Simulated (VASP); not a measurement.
Input:

```yaml
crystal:
  lattice:
    - [3.15323, 0.00000, 0.00000]
    - [0.00000, 3.15323, 0.00000]
    - [0.00000, 0.00000, 3.15323]
  atoms:
    - { symbol: Al, position: [0.00000, 0.00000, 0.00000] }
    - { symbol: Ti, position: [0.50000, 0.50000, 0.50000] }
```

Calculation: PBEsol GGA with spin-orbit coupling, VASP's PBE PAW potentials (set 64) (plane waves; VASP). Run with 400 eV cut-off, 10×10×10 Γ-centred mesh, Gaussian smearing of 0.050 eV, potentials Al Ti_sv.

Task: Give the energies of bands 9 to 21 at the high-symmetry points, in eV from the Fermi level.

Result: 
| band | Γ | X | M | R |
|---|---|---|---|---|
| 9 | -9.36 | -6.05 | -5.07 | -3.17 |
| 10 | -9.36 | -6.05 | -5.07 | -3.17 |
| 11 | -1.49 | -5.25 | -2.11 | -3.17 |
| 12 | -1.49 | -5.25 | -2.11 | -3.17 |
| 13 | -1.49 | -0.57 | -2.08 | -3.17 |
| 14 | -1.49 | -0.57 | -2.08 | -3.17 |
| 15 | 1.84 | 0.13 | -1.50 | 0.80 |
| 16 | 1.84 | 0.13 | -1.50 | 0.80 |
| 17 | 1.84 | 0.15 | 0.70 | 2.91 |
| 18 | 1.84 | 0.15 | 0.70 | 2.91 |
| 19 | 1.87 | 2.06 | 0.71 | 2.92 |
| 20 | 1.87 | 2.06 | 0.71 | 2.92 |
| 21 | 4.48 | 3.11 | 2.85 | 2.92 |

It has no gap at this level: it comes out as a metal or semimetal.

The structure was generated: TiAl was put into the CsCl type (Pm-3m), which need not be its known phase. It was relaxed first, which changed the volume by -13 %.
